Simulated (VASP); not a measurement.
Computed with PBEsol GGA, VASP's PBE PAW potentials (set 64) (plane waves; VASP).

VASP ran on this input.

**POSCAR**
```
Br
1
   -1.8261543931     1.8261543931     1.8261543931
    1.8261543931    -1.8261543931     1.8261543931
    1.8261543931     1.8261543931    -1.8261543931
Br
1
Direct
  0.0000000000   0.0000000000   0.0000000000
```

### KPOINTS
```
Automatic mesh
0
Gamma
13 13 13
0 0 0
```

**INCAR**
```
SYSTEM = Br
PREC = Accurate; ENCUT = 400; LREAL = F
LASPH = T
EDIFF = 1E-6; NELM = 100; ALGO = Normal
LMAXMIX = 4
ISMEAR = 1; SIGMA = 0.1
GGA = PS
IBRION = 2; NSW = 60; ISIF = 3
EDIFFG = -0.01
LWAVE = F; LCHARG = F
```

POTCAR, in this order: Br (PBE.64 set). Program: vasp_std.

Output of the run:

### OSZICAR
```
       N       E                     dE             d eps       ncg     rms          rms(c)
DAV:   1     0.186584949371E+02    0.18658E+02   -0.27079E+03  1190   0.638E+02
DAV:   2    -0.843453108024E+00   -0.19502E+02   -0.18998E+02  1652   0.102E+02
DAV:   3    -0.130437482373E+01   -0.46092E+00   -0.45096E+00  1470   0.182E+01
DAV:   4    -0.130519832226E+01   -0.82350E-03   -0.82342E-03  1883   0.879E-01
DAV:   5    -0.130519859041E+01   -0.26815E-06   -0.26806E-06  1561   0.117E-02    0.495E+00
DAV:   6    -0.130480740424E+01    0.39119E-03   -0.19553E-03  1575   0.318E-01    0.304E+00
DAV:   7    -0.130514765541E+01   -0.34025E-03   -0.29443E-03  1386   0.408E-01    0.636E-02
DAV:   8    -0.130510261434E+01    0.45041E-04   -0.20473E-04  1365   0.917E-02    0.694E-03
DAV:   9    -0.130510333308E+01   -0.71874E-06   -0.18223E-06  1736   0.141E-02
   1 F= -.13051033E+01 E0= -.13043760E+01  d E =-.130510E+01
       N       E                     dE             d eps       ncg     rms          rms(c)
DAV:   1    -0.130745749280E+01   -0.23549E-02   -0.53058E-02  1190   0.168E+00    0.234E-01
DAV:   2    -0.130581327968E+01    0.16442E-02   -0.22156E-03  1323   0.326E-01    0.101E-01
DAV:   3    -0.130537292394E+01    0.44036E-03   -0.15046E-03  1225   0.253E-01    0.101E-01
DAV:   4    -0.130537509254E+01   -0.21686E-05   -0.12016E-05  1505   0.341E-02    0.294E-02
DAV:   5    -0.130537318639E+01    0.19061E-05   -0.33017E-06  1246   0.114E-02    0.419E-03
DAV:   6    -0.130537306807E+01    0.11833E-06   -0.21803E-08   679   0.146E-03
   2 F= -.13053731E+01 E0= -.13046573E+01  d E =-.269735E-03
```

OUTCAR:
```
------------------------ aborting loop because EDIFF is reached ----------------------------------------
  FORCE on cell =-STRESS in cart. coord.  units (eV):
  Direction    XX          YY          ZZ          XY          YZ          ZX
  --------------------------------------------------------------------------------------
  Total       -0.0054888     -0.0054888     -0.0054888     -0.0000000      0.0000000     -0.0000000
  in kB       -0.3640878     -0.3640878     -0.3640878     -0.0000000      0.0000000     -0.0000000
  external PRESSURE =      -0.3640878 kB  Pullay stress =       0.0000000 kB
  volume of cell :       24.15
      direct lattice vectors                 reciprocal lattice vectors
    -1.820983916  1.820983916  1.820983916     0.000000000  0.274576835  0.274576835
     1.820983916 -1.820983916  1.820983916     0.274576835  0.000000000  0.274576835
     1.820983916  1.820983916 -1.820983916     0.274576835  0.274576835  0.000000000
 POSITION                                       TOTAL-FORCE (eV/Angst)
 -----------------------------------------------------------------------------------
      1.82098     -1.82098      1.82098         0.000000      0.000000     -0.000000
 -----------------------------------------------------------------------------------
    total drift:                                0.000000     -0.000000      0.000000
  FREE ENERGIE OF THE ION-ELECTRON SYSTEM (eV)
  ---------------------------------------------------
  free  energy   TOTEN  =        -1.3053730681 eV

  energy  without entropy=       -1.3032257695  energy(sigma->0) =       -1.30465730

 reached required accuracy - stopping structural energy minimisation
```
(Selected blocks of OUTCAR.)

File CONTCAR:
```
Br
   1.00000000000000
    -1.8209839158649590    1.8209839158649590    1.8209839158649590
     1.8209839158649590   -1.8209839158649590    1.8209839158649590
     1.8209839158649590    1.8209839158649590   -1.8209839158649590
  Br
     1
Direct
     0.0000000000000000    1.0000000000000000    0.0000000000000000
```

**OUTCAR**
```
 val. band max:        2.5725874313   @ k =  -0.4615  -0.4615   0.0769

 cond. band min:       2.5894391852   @ k =  -0.3846   0.4615   0.0769


 Fermi energy:         2.5739723311

 k-point     1 :       0.0000    0.0000    0.0000
  band No.  band energies     occupation
      1     -13.4632      2.00000
      2       3.4431     -0.00000
      3       3.4431     -0.00000
      4       3.4431     -0.00000
      5      10.7108      0.00000
      6      15.2084      0.00000
      7      15.2084      0.00000

 k-point     2 :       0.0769    0.0000    0.0000
  band No.  band energies     occupation
      1     -13.3831      2.00000
      2       2.9314     -0.00001
      3       3.3106     -0.00000
      4       3.4242     -0.00000
      5      11.1653      0.00000
      6      14.8357      0.00000
      7      15.0075      0.00000

 k-point     3 :       0.1538    0.0000    0.0000
  band No.  band energies     occupation
      1     -13.1510      2.00000
      2       1.7354      2.00000
      3       2.9702     -0.00000
      4       3.3710     -0.00000
      5      11.8717      0.00000
      6      14.0542      0.00000
      7      14.5716      0.00000

 k-point     4 :       0.2308    0.0000    0.0000
  band No.  band energies     occupation
      1     -12.7933      2.00000
      2       0.3305      2.00000
      3       2.5428      1.50077
      4       3.2938     -0.00000
      5      11.5622      0.00000
      6      13.2558      0.00000
      7      15.1835      0.00000

 k-point     5 :       0.3077    0.0000    0.0000
  band No.  band energies     occupation
      1     -12.3634      2.00000
      2      -0.9977      2.00000
      3       2.1398      2.00000
      4       3.2095     -0.00000
      5      10.7801      0.00000
      6      12.6002      0.00000
      7      16.3995      0.00000

 k-point     6 :       0.3846    0.0000    0.0000
  band No.  band energies     occupation
      1     -11.9528      2.00000
...
```

The structure was generated: Br was put into the bcc type (Im-3m), which need not be its known phase. This run relaxes it. Symmetry was kept, so distortions that lower it aren't found. The start is the result of an earlier pass.
